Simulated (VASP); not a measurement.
Given:

```xyz
3
Lattice="0.0000 3.0522 3.0522 3.0522 0.0000 3.0522 3.0522 3.0522 0.0000" Properties=species:S:1:pos:R:3 pbc="T T T"
Na     1.5261     1.5261     1.5261
Na     4.5783     4.5783     4.5783
S      0.0000     0.0000     0.0000
```

Calculation: PBE GGA, VASP's PBE PAW potentials (set 64) (plane waves; VASP 6.6.1). Settings: 500 eV cut-off, 6×6×6 Γ-centred mesh, Gaussian smearing of 0.050 eV, potentials Na_pv S.

### Question
Estimate the energy per atom (σ→0), pressure, band gap (on the k-mesh) with the smallest direct gap where there is one.

### Answer

```
Property                                     Result
-----------------------------------  --------------
band gap (on the k-mesh)                    3.24 eV
smallest direct gap (on the k-mesh)         3.24 eV
energy per atom (σ→0)                -3205 meV/atom
pressure                                   9.96 GPa
```

Total energies compare only between runs with the same potentials, cut-off and functional.

The compound is Na2S in the antifluorite structure. It was relaxed first under an external pressure of 10 GPa.
